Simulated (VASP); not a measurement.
Here is a VASP 6.6.1 calculation.

File INCAR:

```
SYSTEM = Sn
PREC = Accurate
ENCUT = 520
EDIFF = 1E-7
ISMEAR = 0
SIGMA = 0.02
LREAL = .False.
LASPH = .True.
NELM = 80
ALGO = Normal
ISIF = 2
LWAVE = .False.
LCHARG = .False.
GGA = PE
```

KPOINTS

```
regular mesh
0
Gamma
  8 8 8
  0 0 0
```

Contents of POSCAR:

```
Sn
1.0
    0.0000000000      3.2333428000      3.2333428000
    3.2333428000      0.0000000000      3.2333428000
    3.2333428000      3.2333428000      0.0000000000
Sn
2
Direct
    0.0000000000      0.0000000000      0.0000000000
    0.2500000000      0.2500000000      0.2500000000
```

Potentials or basis: VASP PAW PBE potentials, release 64 (Sn_d).

Command:

```sh
$ cat potpaw_PBE.64/Sn_d/POTCAR > POTCAR
$ mpirun -np 1 vasp_std > vasp.out
```

(1) Estimate the band gap on the k mesh.

(2) Predict the pressure.

Answers

(1) none (metal or under the smearing width).

(2) 3.7 GPa.
